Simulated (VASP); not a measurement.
LiBiS3, 5 atoms in the cell. Symmetry: Pm-3m, No. 221, cubic system. The conventional cell has a = 4.561 Å, b = 4.561 Å, c = 4.561 Å, α = 90.00°, β = 90.00°, γ = 90.00°. Li (site symmetry m-3m) is surrounded by 6 S at 2.28 Å. Bi (site symmetry m-3m) is surrounded by 12 S at 3.23 Å. S (site symmetry 4/mmm) is surrounded by 2 Li at 2.28 Å. The cell was built by a generator and needn't be a form met in nature.

* Program: VASP 6.6.1
* Task: relaxation of cell and atoms
* Functional: PBE
* Potentials or basis: VASP PAW PBE potentials, release 64 (Li, Bi, S)
* Cutoff: 900 eV
* k mesh: 5 × 5 × 5
* Occupations: fermi-dirac, width 0.05 eV
* Spin: no spin polarisation
* Further INCAR settings: ALGO = Normal; EDIFF = 1e-06; IBRION = 2; EDIFFG = -0.01; NSW = 40; ISIF = 3

Potentials or basis: VASP PAW PBE potentials, release 64 (Li, Bi, S).

Run with:

```bash
$ cat potpaw_PBE.64/Li/POTCAR potpaw_PBE.64/Bi/POTCAR potpaw_PBE.64/S/POTCAR > POTCAR
$ mpirun -np 1 vasp_std > vasp.out
```

Hardware: 1 thread of AMD EPYC 9R45 (Zen 5), with other jobs on the host.

Problem. How long does it take, and how much memory?

Solution. Wall time 40 s on 1 thread of AMD EPYC 9R45 (Zen 5), with other jobs on the host, peak memory 0.31 GiB. Counts: scf iterations 20, k points 10, ion steps 2.
